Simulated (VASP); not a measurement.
Input:

```
CELL_PARAMETERS angstrom
      2.36831    -1.73064     0.00000
      2.36831     1.73064     0.00000
     -0.85963     0.00000     5.11502
ATOMIC_POSITIONS crystal
  Cu 0.00000 0.50000 0.00000
  Cu 0.50000 0.00000 0.50000
  O  0.58160 0.41840 0.25000
  O  0.41840 0.58160 0.75000
```

These are PBE GGA, VASP's PBE PAW potentials (set 64) (plane waves; VASP) values and carry that method's errors. Settings: 400 eV cut-off, 8×8×5 Γ-centred mesh, Fermi-Dirac smearing of 0.050 eV, potentials Cu O.

Question: Give the energies of bands 6 to 19 at the high-symmetry points, in eV from the Fermi level.

Answer: 
| band | Γ | C | Y2 | M2 | D | A | V2 |
|---|---|---|---|---|---|---|---|
| 6 | -3.15 | -5.18 | -5.18 | -5.35 | -5.69 | -4.94 | -4.93 |
| 7 | -2.95 | -4.52 | -4.47 | -4.79 | -4.78 | -3.84 | -4.32 |
| 8 | -2.94 | -4.42 | -3.67 | -4.79 | -4.78 | -3.84 | -4.11 |
| 9 | -2.92 | -2.52 | -3.01 | -2.57 | -2.42 | -2.60 | -2.45 |
| 10 | -2.84 | -2.30 | -2.50 | -2.57 | -2.42 | -2.60 | -2.44 |
| 11 | -2.53 | -2.27 | -2.20 | -2.17 | -2.23 | -2.30 | -2.22 |
| 12 | -2.50 | -2.06 | -2.18 | -2.17 | -2.23 | -2.30 | -2.19 |
| 13 | -2.28 | -2.00 | -2.05 | -1.58 | -1.73 | -2.13 | -1.97 |
| 14 | -2.13 | -1.93 | -2.04 | -1.58 | -1.73 | -2.13 | -1.54 |
| 15 | -2.07 | -1.36 | -1.64 | -1.26 | -1.43 | -1.45 | -1.44 |
| 16 | -1.60 | -1.28 | -1.18 | -1.26 | -1.43 | -1.45 | -1.36 |
| 17 | 0.21 | -1.26 | -0.64 | -0.42 | -0.29 | 0.24 | 0.00 |
| 18 | 0.91 | 0.86 | 1.03 | -0.42 | -0.29 | 0.24 | 0.26 |
| 19 | 1.61 | 4.91 | 3.46 | 5.26 | 5.86 | 3.83 | 4.90 |

It has no gap at this level: it comes out as a metal or semimetal.

The structure comes from a measured CuO entry of the Crystallography Open Database, whose conditions weren't checked. The cell was not relaxed at this level.
